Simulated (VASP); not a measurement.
Consider the following.

```
Mg
1.0
    1.63730    -2.83589     0.00000
    1.63730     2.83589     0.00000
    0.00000     0.00000     5.21582
Mg
2
Direct
  0.33333   0.66667   0.25000
  0.66667   0.33333   0.75000
```

Method: PBE GGA, VASP's PBE PAW potentials (set 64) (plane waves; VASP 6.6.1). Numerical set-up: 480 eV cut-off, 12×12×8 Γ-centred mesh, first-order Methfessel-Paxton smearing of 0.10 eV, potentials Mg.

**Question.** Estimate the energy per atom (σ→0), pressure, band gap (on the k-mesh) with the smallest direct gap where there is one.

**Answer.** 
```yaml
band gap (on the k-mesh): none (metal, semimetal or under 0.01 eV)
energy per atom (σ→0): -1.497 eV/atom
pressure: -1.90 GPa
```

Total energies compare only between runs with the same potentials, cut-off and functional.

The compound is Mg in the hcp structure. This cell was strained or had an atom moved on purpose.
